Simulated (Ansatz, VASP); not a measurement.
**Cross-check of Ge5H4 (Ge wire along [110], 15 atoms a period, H-terminated) between VASP and Ansatz**

One calculation is typed for both programs; each brings its own data sets. How far apart do they land? The cell is taken from a series of runs on this material, whose earlier steps may have relaxed, scaled, displaced or heated it; both programs get it as it stands.

Main program and level: Ansatz 0.2.0; plane waves, with VASP 6.6.1 beside it; single point at HSE06.

## (1) Set-up

The cell holds 27 atoms: 15 Ge and 12 H. Its edges and angles: a = 17.241 Å, b = 17.493 Å, c = 4.092 Å, α = 90.0°, β = 90.0°, γ = 90.0°. Vacuum lies along a and b. The structure's axis is c.

## (2) VASP: single point, HSE06

With cell and atoms fixed, the geometry can't cause a difference; cores, projectors, grids and the points listed under the comparison can.

Lines of VASP's logs that name or quote its potential files are left out, and so is its time.

The run reads the wave functions of an earlier VASP run, which isn't shown here.

Contents of INCAR:

```
SYSTEM = Ge5H4
PREC = Accurate
ENCUT = 410
EDIFF = 1E-06
NELM = 100
ISMEAR = -1
SIGMA = 0.05
LREAL = Auto
ALGO = Normal
LHFCALC = .TRUE.
AEXX = 0.25
GGA = PE
HFSCREEN = 0.208
LASPH = .TRUE.
NBANDS = 129
PRECFOCK = Fast
LORBIT = 11
LWAVE = .FALSE.
LCHARG = .FALSE.
ISIF = 2
```

Contents of POSCAR:

```
Ge5H4
1.0
   17.2410000000      0.0000000000      0.0000000000
    0.0000000000     17.4930000000      0.0000000000
    0.0000000000      0.0000000000      4.0920981580
Ge H
15 12
Direct
    0.4186237960      0.3851287160      0.0000000000
    0.5003282930      0.2696702710      0.0000000000
    0.5031250320      0.5000000000      0.0000000000
    0.7465606510      0.3717550390      0.0000000000
    0.2532461310      0.5000000000      0.5000000000
    0.3371517130      0.3868054760      0.5000000000
    0.3371517130      0.6131945240      0.5000000000
    0.5803476780      0.2696064680      0.5000000000
    0.5803476780      0.7303935320      0.5000000000
    0.5864769730      0.5000000000      0.5000000000
    0.6667538580      0.3820372070      0.5000000000
    0.6667538580      0.6179627930      0.5000000000
    0.4186237960      0.6148712840      0.0000000000
    0.5003282930      0.7303297290      0.0000000000
    0.7465606510      0.6282449610      0.0000000000
    0.4466893550      0.8018667530      0.0000000000
    0.7859420520      0.2920425620      0.0000000000
    0.8120409540      0.4323008320      0.0000000000
    0.1991664310      0.5000000000      0.2009664550
    0.2864188960      0.3131744280      0.5000000000
    0.2864188960      0.6868255720      0.5000000000
    0.6327699160      0.1971265810      0.5000000000
    0.6327699160      0.8028734190      0.5000000000
    0.1991664310      0.5000000000      0.7990335450
    0.4466893550      0.1981332470      0.0000000000
    0.7859420520      0.7079574380      0.0000000000
    0.8120409540      0.5676991680      0.0000000000
```

Contents of KPOINTS:

```
Automatic mesh
0
Gamma
1 1 8
0 0 0
```

PAW data sets: Ge_d and H (PBE family, release 64).

Launch:

```
$ export OMP_NUM_THREADS=3
$ mpirun -np 1 vasp_std
```

Numbers of over 12 decimals in the logs are rounded to 6 here.

Log:

```text
[banner, memory and clock lines left out]
running    1 mpi-ranks, on    1 nodes
 distrk:  each k-point on    1 cores,    1 groups
 distr:  one band on    1 cores,    1 groups
 Offloading initialized ...    1 GPUs detected
 POSCAR found type information on POSCAR GeH
 POSCAR found :  2 types and      27 ions
 LDA part: xc-table for (Slater+PW92), standard interpolation
 found WAVECAR, reading the header
 POSCAR, INCAR and KPOINTS ok, starting setup
 FFT: planning ... GRIDC
 FFT: planning ... GRID_SOFT
 FFT: planning ... GRID
 reading WAVECAR
 the WAVECAR file was read successfully
 initial charge from wavefunction
 entering main loop
       N       E                     dE             d eps       ncg     rms          rms(c)
DAV:   1    -0.124410203499E+03   -0.12441E+03   -0.77084E+00  1620   0.221E+01    0.258E+00
DAV:   2    -0.124408187033E+03    0.20165E-02   -0.57161E-01  1492   0.423E+00    0.187E+00
DAV:   3    -0.124395417898E+03    0.12769E-01   -0.73873E-02  1524   0.214E+00    0.131E+00
DAV:   4    -0.124393025120E+03    0.23928E-02   -0.12544E-02  1420   0.122E+00    0.824E-01
DAV:   5    -0.124392425208E+03    0.59991E-03   -0.33722E-03  1524   0.858E-01    0.500E-01
DAV:   6    -0.124392286207E+03    0.13900E-03   -0.14210E-03  1508   0.481E-01    0.299E-01
DAV:   7    -0.124392223636E+03    0.62571E-04   -0.43960E-04  1580   0.305E-01    0.177E-01
DAV:   8    -0.124392188347E+03    0.35289E-04   -0.15696E-04  1532   0.195E-01    0.104E-01
DAV:   9    -0.124392174120E+03    0.14227E-04   -0.91055E-05  1540   0.108E-01    0.604E-02
DAV:  10    -0.124392167130E+03    0.69894E-05   -0.37635E-05  1468   0.971E-02    0.350E-02
DAV:  11    -0.124392164512E+03    0.26185E-05   -0.17500E-05  1292   0.563E-02    0.206E-02
DAV:  12    -0.124392164254E+03    0.25758E-06   -0.10836E-05  1236   0.435E-02    0.121E-02
DAV:  13    -0.124392164985E+03   -0.73072E-06   -0.47355E-06  1196   0.353E-02
   1 F= -.12439216E+03 E0= -.12439216E+03  d E =-.109749E-09
```

Parts of OUTCAR (step 2):

```text
ion  position               nearest neighbor table
   1  0.419  0.385  0.000-   2 2.46   6 2.48   6 2.48   3 2.48
   2  0.500  0.270  0.000-  25 1.56   1 2.46   8 2.47   8 2.47
   3  0.503  0.500  0.000-   1 2.48  13 2.48  10 2.50  10 2.50
   4  0.747  0.372  0.000-  18 1.55  17 1.55  11 2.47  11 2.47
   5  0.253  0.500  0.500-  19 1.54  24 1.54   6 2.45   7 2.45
   6  0.337  0.387  0.500-  20 1.56   5 2.45   1 2.48   1 2.48
   7  0.337  0.613  0.500-  21 1.56   5 2.45  13 2.48  13 2.48
   8  0.580  0.270  0.500-  22 1.56  11 2.47   2 2.47   2 2.47
   9  0.580  0.730  0.500-  23 1.56  12 2.47  14 2.47  14 2.47
  10  0.586  0.500  0.500-  11 2.48  12 2.48   3 2.50   3 2.50
  11  0.667  0.382  0.500-   8 2.47   4 2.47   4 2.47  10 2.48
  12  0.667  0.618  0.500-   9 2.47  15 2.47  15 2.47  10 2.48
  13  0.419  0.615  0.000-  14 2.46   7 2.48   7 2.48   3 2.48
  14  0.500  0.730  0.000-  16 1.56  13 2.46   9 2.47   9 2.47
  15  0.747  0.628  0.000-  27 1.55  26 1.55  12 2.47  12 2.47
  16  0.447  0.802  0.000-  14 1.56
  17  0.786  0.292  0.000-   4 1.55
  18  0.812  0.432  0.000-   4 1.55
  19  0.199  0.500  0.201-   5 1.54
  20  0.286  0.313  0.500-   6 1.56
  21  0.286  0.687  0.500-   7 1.56
  22  0.633  0.197  0.500-   8 1.56
  23  0.633  0.803  0.500-   9 1.56
  24  0.199  0.500  0.799-   5 1.54
  25  0.447  0.198  0.000-   2 1.56
  26  0.786  0.708  0.000-  15 1.55
  27  0.812  0.568  0.000-  15 1.55

  LATTYP: Found a simple orthorhombic cell.
 ALAT       =     4.0920981580
 B/A-ratio  =     4.2132420422
 C/A-ratio  =     4.2748241427

 Subroutine GETGRP returns: Found  4 space group operations
 (whereof  4 operations were pure point group operations)

The static configuration has the point symmetry C_2v.

 Found      5 irreducible k-points:

   k-points           NKPTS =      5   k-points in BZ     NKDIM =      8   number of bands    NBANDS=    129

   dimension x,y,z NGX =   120 NGY =  120 NGZ =   28
   dimension x,y,z NGXF=   240 NGYF=  240 NGZF=   56

   ENCUT  =  410.0 eV  30.13 Ry    5.49 a.u.  28.46 28.88  6.76*2*pi/ulx,y,z

   NELECT =     222.0000    total number of electrons

 k-points in reciprocal lattice and weights: Automatic mesh
   0.00000000  0.00000000  0.00000000       0.125
   0.00000000  0.00000000  0.12500000       0.250
   0.00000000  0.00000000  0.25000000       0.250
   0.00000000  0.00000000  0.37500000       0.250
   0.00000000  0.00000000  0.50000000       0.125

  exchange ACFDT corr.  =         0.00000000  see jH, gK, PRB 81, 115126

 average (electrostatic) potential at core
       1 -73.7725       2 -73.7443       3 -73.8173       4 -73.7143       5 -73.5504
       6 -73.7371       7 -73.7371       8 -73.7359       9 -73.7359      10 -73.8528
      11 -73.7761      12 -73.7760      13 -73.7725      14 -73.7443      15 -73.7143
      16 -34.5801      17 -34.5367      18 -34.5709      19 -34.5951      20 -34.5561
      21 -34.5561      22 -34.5555      23 -34.5554      24 -34.5951      25 -34.5801
      26 -34.5367      27 -34.5709

 E-fermi :  -1.4413

 k-point     1 :       0.0000    0.0000    0.0000
  band No.  band energies     occupation
    ...
    107      -3.5037      2.00000
    108      -3.4473      2.00000
    109      -3.4391      2.00000
    110      -2.8924      2.00000
    111      -2.5692      2.00000
    112      -0.2934      0.00000
    113      -0.2701      0.00000
    114      -0.2298      0.00000
    115      -0.0766      0.00000
    116      -0.0010      0.00000
    ...

 k-point     2 :       0.0000    0.0000    0.1250
  band No.  band energies     occupation
    ...
    107      -3.7553      2.00000
    108      -3.6636      2.00000
    109      -3.4996      2.00000
    110      -3.4493      2.00000
    111      -3.2289      2.00000
    112       0.5934      0.00000
    113       0.6262      0.00000
    114       0.7286      0.00000
    115       0.7878      0.00000
    116       0.8639      0.00000
    ...

 k-point     3 :       0.0000    0.0000    0.2500
  band No.  band energies     occupation
    ...
    107      -4.1526      2.00000
    108      -3.9206      2.00000
    109      -3.8740      2.00000
    110      -3.6817      2.00000
    111      -3.5452      2.00000
    112       0.6813      0.00000
    113       0.8073      0.00000
    114       0.8129      0.00000
    115       0.9357      0.00000
    116       1.2088      0.00000
    ...

  Total       -6.9381324     -7.0010054     -6.8258916      0.0000000      0.0000000      0.0000000
  in kB       -9.0070045     -9.0886254     -8.8612947      0.0000000      0.0000000      0.0000000
  external PRESSURE =      -8.9856415 kB  Pullay stress =       0.0000000 kB

  energy-cutoff  :      410.00
  volume of cell :     1234.16
      direct lattice vectors                 reciprocal lattice vectors
    17.241000000  0.000000000  0.000000000     0.058001276  0.000000000  0.000000000
     0.000000000 17.493000000  0.000000000     0.000000000  0.057165723  0.000000000
     0.000000000  0.000000000  4.092098158     0.000000000  0.000000000  0.244373415

 POSITION                                       TOTAL-FORCE (eV/Angst)
 -----------------------------------------------------------------------------------
      7.21749      6.73706      0.00000         0.013496      0.017773      0.000000
      8.62616      4.71734      0.00000        -0.040760     -0.023433      0.000000
      8.67438      8.74650      0.00000         0.004003      0.000000      0.000000
     12.87145      6.50311      0.00000         0.069562     -0.011710      0.000000
      4.36622      8.74650      2.04605        -0.084138      0.000000      0.000000
      5.81283      6.76639      2.04605        -0.021222     -0.053459      0.000000
      5.81283     10.72661      2.04605        -0.021222      0.053459      0.000000
     10.00577      4.71623      2.04605         0.045362     -0.029297      0.000000
     10.00577     12.77677      2.04605         0.045362      0.029297      0.000000
     10.11145      8.74650      2.04605        -0.012828      0.000000      0.000000
     11.49550      6.68298      2.04605        -0.029744     -0.011503      0.000000
     11.49550     10.81002      2.04605        -0.029744      0.011503      0.000000
      7.21749     10.75594      0.00000         0.013496     -0.017773      0.000000
      8.62616     12.77566      0.00000        -0.040760      0.023433      0.000000
     12.87145     10.98989      0.00000         0.069562      0.011710      0.000000
      7.70137     14.02706      0.00000         0.136695     -0.191339      0.000000
     13.55043      5.10870      0.00000        -0.111403      0.194870      0.000000
     14.00040      7.56224      0.00000        -0.173146     -0.157172      0.000000
      3.43383      8.74650      0.82237         0.162694      0.000000      0.238657
      4.93815      5.47836      2.04605         0.132544      0.193699      0.000000
      4.93815     12.01464      2.04605         0.132544     -0.193699      0.000000
     10.90959      3.44834      2.04605        -0.137597      0.192594      0.000000
     10.90959     14.04466      2.04605        -0.137597     -0.192594      0.000000
      3.43383      8.74650      3.26972         0.162694      0.000000     -0.238657
      7.70137      3.46594      0.00000         0.136695      0.191339      0.000000
     13.55043     12.38430      0.00000        -0.111403     -0.194870      0.000000
     14.00040      9.93076      0.00000        -0.173146      0.157172      0.000000
 -----------------------------------------------------------------------------------
    total drift:                               -0.001577      0.000149     -0.000028

  FREE ENERGIE OF THE ION-ELECTRON SYSTEM (eV)
  ---------------------------------------------------
  free  energy   TOTEN  =      -124.3921649850 eV

  energy  without entropy=     -124.3921649849  energy(sigma->0) =     -124.39216498

 total charge
# of ion       s       p       d       tot
------------------------------------------
    1        1.103   1.275  10.020  12.398
    2        1.089   1.336  10.038  12.463
    3        1.108   1.250  10.020  12.378
    4        1.081   1.385  10.055  12.521
    5        1.086   1.422  10.057  12.565
    6        1.090   1.332  10.037  12.458
    7        1.090   1.332  10.037  12.458
    8        1.089   1.337  10.038  12.463
    9        1.089   1.337  10.038  12.463
   10        1.108   1.245  10.020  12.373
   11        1.099   1.285  10.019  12.404
   12        1.099   1.285  10.019  12.404
   13        1.103   1.275  10.020  12.398
   14        1.089   1.336  10.038  12.463
   15        1.081   1.385  10.055  12.521
   16        0.536   0.012   0.000   0.548
   17        0.540   0.012   0.000   0.552
   18        0.541   0.012   0.000   0.553
   19        0.546   0.015   0.000   0.561
   20        0.536   0.012   0.000   0.548
   21        0.536   0.012   0.000   0.548
   22        0.536   0.012   0.000   0.548
   23        0.536   0.012   0.000   0.548
   24        0.546   0.015   0.000   0.561
   25        0.536   0.012   0.000   0.548
   26        0.540   0.012   0.000   0.552
   27        0.541   0.012   0.000   0.553
--------------------------------------------------
tot         22.873  19.968 150.508 193.349

[... 2 further parts left out ...]
```

(Part 1 of 2 ends here.)

[Lines on the potential files, build, host, timing and source positions are cut from VASP's logs without a mark.]

[Logs are printed without paths, hosts, clocks, repeated set-up lines and the standing remarks that a program may print on its own settings, such as how far it seeks lower states.]

[Hosts, paths, dates, database ids (printed as entryN), source tags and the programs' standing remarks are cut or masked in the printed files.]
